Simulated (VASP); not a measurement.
An input for Ansatz (written as the equivalent of a VASP run, and not itself run):

Ansatz 0.2 input:
```yaml
crystal:
  lattice:
    - [1.7171558, 0.9913998, 2.9521748]
    - [-1.7171558, 0.9913998, 2.9521748]
    - [0.0000000, -1.9828006, 2.9521748]
  atoms:
    - { symbol: P, position: [0.2332786, 0.2332786, 0.2332786] }
    - { symbol: P, position: [0.7667214, 0.7667214, 0.7667214] }
kpoints:
  mp_grid: { grid: [12, 12, 12] }
hamiltonian:
  xc: pbesol
  pseudopotentials: { kind: paw }
scf:
  occupations: { method: methfessel_paxton, width: 0.1 }
  max_iter: 100
relax:
  max_steps: 60
  f_tol: 0.01
  cell: {}
output: { forces: true, stress: true, eigenvalues: true }
```

Question: Write the VASP files for the same calculation (PBEsol).

Answer: Several could match; the one computed here: 
**POSCAR**
```
P
1
    1.7171557581     0.9913997520     2.9521747996
   -1.7171557581     0.9913997520     2.9521747996
    0.0000000000    -1.9828005727     2.9521747971
P
2
Direct
  0.2332785904   0.2332785904   0.2332785907
  0.7667214096   0.7667214096   0.7667214093
```

**INCAR**
```
SYSTEM = P
PREC = Accurate
ENCUT = 400
EDIFF = 1E-6
NELM = 100
ALGO = Normal
LREAL = .FALSE.
LASPH = .TRUE.
ISMEAR = 1
SIGMA = 0.1
GGA = PS
LWAVE = .FALSE.
LCHARG = .FALSE.
IBRION = 2
ISIF = 3
NSW = 60
EDIFFG = -0.01
```

File KPOINTS:
```
Automatic
0
Gamma
 12 12 12
0 0 0
```

POTCAR, in this order: P (PBE.64 set). Program: vasp_std.

The two are equivalent in intent, not identical: each code has its own PAW files, so the cut-off isn't converted (ENCUT is set for VASP's; basis.ecutwfc is left out, and Ansatz then takes the one that its files recommend); Ansatz stops its SCF on the density residual and VASP on the energy change (EDIFF).

The structure was generated: P was put into the A7 type (R-3m), which need not be its known phase. This run relaxes it. Symmetry was kept, so distortions that lower it aren't found. The start is the result of an earlier pass.
